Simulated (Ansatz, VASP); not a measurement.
# HfN: VASP beside Ansatz, part 2 of 2

Wanted: the spread between two codes on one cell, functional and k mesh. The two relaxations start from unlike cells of this crystal (the structure described is Ansatz's start), so only their ends are compared.

VASP 6.6.1 and Ansatz 0.2.0.

So far: The starting structure; Ansatz: relaxation of cell and atoms, PBE, spin-orbit coupling; VASP: relaxation of cell and atoms, PBE, spin-orbit coupling.

### 3. VASP: relaxation of cell and atoms, PBE, spin-orbit coupling (continued)

Level of this step: PBE, spin-orbit coupling; plane waves and PAW (Hf_pv, N) (VASP).

Numbers of over 12 decimals in the logs are rounded to 6 here.

OUTCAR, selected parts (step 3):

```text
ion  position               nearest neighbor table
   1  0.000  0.000  0.000-   2 2.27   2 2.27   2 2.27   2 2.27   2 2.27   2 2.27
   2  0.500  0.500  0.500-   1 2.27   1 2.27   1 2.27   1 2.27   1 2.27   1 2.27

  LATTYP: Found a face centered cubic cell.
 ALAT       =     4.5353249012

 Subroutine GETGRP returns: Found 48 space group operations
 (whereof 48 operations were pure point group operations)

The static configuration has the point symmetry O_h .

 Found    256 irreducible k-points:

   k-points           NKPTS =    256   k-points in BZ     NKDIM =    256   number of bands    NBANDS=     26

   dimension x,y,z NGX =    28 NGY =   28 NGZ =   28
   dimension x,y,z NGXF=    56 NGYF=   56 NGZF=   56

   ENCUT  =  600.0 eV  44.10 Ry    6.64 a.u.   6.41  6.41  6.41*2*pi/ulx,y,z

   NELECT =      15.0000    total number of electrons

 k-points in reciprocal lattice and weights: Automatic mesh
   0.00000000  0.00000000  0.00000000       0.000
   0.05000000  0.00000000  0.00000000       0.001
   0.10000000  0.00000000  0.00000000       0.001
   0.15000000  0.00000000  0.00000000       0.001
   0.20000000  0.00000000  0.00000000       0.001
   0.25000000  0.00000000  0.00000000       0.001
   0.30000000  0.00000000  0.00000000       0.001
   0.35000000  0.00000000  0.00000000       0.001
   0.40000000  0.00000000  0.00000000       0.001
[...]
-0.30000000  0.50000000  0.20000000       0.002
  -0.25000000  0.50000000  0.25000000       0.001

 average (electrostatic) potential at core
       1 -34.8827       2 -61.6672

 E-fermi :   8.2932

 k-point     1 :       0.0000    0.0000    0.0000
  band No.  band energies     occupation
    ...
     16       7.8172      1.00194
     17       7.8172      1.00194
     18       7.8172      1.00194
     19       8.1161      1.00881
     20       8.1161      1.00881
     21       9.9731     -0.00000
     22       9.9731     -0.00000
     23      10.2394     -0.00000
     24      10.2394     -0.00000
     25      10.2394     -0.00000
    ...

 k-point     2 :       0.0500    0.0000    0.0000
  band No.  band energies     occupation
    ...
     16       7.8943      1.00813
     17       7.9150      1.01118
     18       7.9150      1.01118
     19       8.1959      0.86257
     20       8.1959      0.86257
     21      10.1651     -0.00000
     22      10.1651     -0.00000
     23      10.4321     -0.00000
     24      10.4321     -0.00000
     25      10.4331     -0.00000
    ...

 k-point     3 :       0.1000    0.0000    0.0000
  band No.  band energies     occupation
    ...
     14       4.7649      1.00000
     15       8.0605      1.03483
     16       8.0605      1.03483
     17       8.1695      0.92810
     18       8.1695      0.92810
     19       8.3973      0.11882
     20       8.3973      0.11882
     21      10.6801     -0.00000
     22      10.6801     -0.00000
     23      10.9571     -0.00000
    ...

  Total        0.0019576      0.0019576      0.0019576      0.0000000      0.0000000      0.0000000
  in kB        0.1345296      0.1345296      0.1345296      0.0000000      0.0000000      0.0000000
  external PRESSURE =       0.1345296 kB  Pullay stress =       0.0000000 kB

  energy-cutoff  :      600.00
  volume of cell :       23.31
      direct lattice vectors                 reciprocal lattice vectors
    -0.000000000  2.267421469  2.267421469    -0.220514804  0.220514804  0.220514804
     2.267421469  0.000000000  2.267421469     0.220514804 -0.220514804  0.220514804
     2.267421469  2.267421469  0.000000000     0.220514804  0.220514804 -0.220514804

 POSITION                                       TOTAL-FORCE (eV/Angst)
 -----------------------------------------------------------------------------------
      0.00000      0.00000      0.00000        -0.000000      0.000000     -0.000000
      2.26742      2.26742      2.26742         0.000000     -0.000000      0.000000
 -----------------------------------------------------------------------------------
    total drift:                                0.000000      0.000000      0.000000

  FREE ENERGIE OF THE ION-ELECTRON SYSTEM (eV)
  ---------------------------------------------------
  free  energy   TOTEN  =       -22.4101805064 eV

  energy  without entropy=      -22.4094517751  energy(sigma->0) =      -22.40993760

 reached required accuracy - stopping structural energy minimisation

 Spin-Orbit-Coupling matrix elements
 Ion:    1  E_soc:     -1.2920364
 Ion:    2  E_soc:     -0.0003992

 total charge
# of ion       s       p       d       tot
------------------------------------------
    1        0.288   6.608   1.748   8.644
    2        1.231   2.494   0.000   3.725
--------------------------------------------------
tot          1.519   9.102   1.748  12.369

 magnetization (x)
# of ion       s       p       d       tot
------------------------------------------
    1        0.000   0.000   0.000   0.000
    2        0.000  -0.000   0.000  -0.000
--------------------------------------------------
tot          0.000   0.000   0.000   0.000

 magnetization (y)
# of ion       s       p       d       tot
------------------------------------------
    1        0.000   0.000   0.000   0.000
    2        0.000   0.000   0.000   0.000
--------------------------------------------------
tot          0.000   0.000   0.000   0.000

 magnetization (z)
# of ion       s       p       d       tot
------------------------------------------
    1        0.000   0.000   0.000   0.000
    2       -0.000   0.000   0.000  -0.000
--------------------------------------------------
tot         -0.000   0.000   0.000   0.000

[... 3 further parts left out ...]
```

This run has no spin polarisation. Its electron count is odd, so without a moment it is a metal by construction. Harder data sets than Hf_pv exist (the GW ones), and pressures, volumes and forces can shift noticeably with them. The run keeps the 48 symmetry operations of its start, so it cannot find a distortion of lower symmetry.

### 4. Comparison

Known differences besides the potentials themselves: spin-orbit coupling enters by fully relativistic files in Ansatz and inside the spheres in VASP; the data sets hold 31 valence electrons in Ansatz (on its fully relativistic PAW (standard-fr) files) and 15 in VASP; Ansatz adds a Pulay correction to the stress that steers its cell, VASP none. Total energies have different zeros and are not compared.

The two programs side by side:

```tsv
quantity	Ansatz	VASP	difference
volume (Å³)	23.48	23.31	+0.70 %
edge a after relaxation, in the typed setting (Å)	3.214	3.207	+0.23 %
```

### 5. Results

```
difference in volume (relaxation of cell and atoms, PBE, spin-orbit coupling) : 0.70 %
```

The difference in volume is 0.70 % (relaxation of cell and atoms, PBE, spin-orbit coupling), within the 1.2 % picked in this series as the mark of a large difference, as far as the stopping tolerances let one tell. The data sets hold unlike numbers of valence electrons (31 in Ansatz and 15 in VASP), so part of the differences comes from the potentials. Such differences can come from data sets, numerical settings and the points named under the comparisons, not from the functional's error against experiment.

[Lines on the potential files, build, host, timing and source positions are cut from VASP's logs without a mark.]

[Logs are printed without paths, hosts, clocks, repeated set-up lines and the standing remarks that a program may print on its own settings, such as how far it seeks lower states.]

[Hosts, paths, dates, database ids (printed as entryN), source tags and the programs' standing remarks are cut or masked in the printed files.]
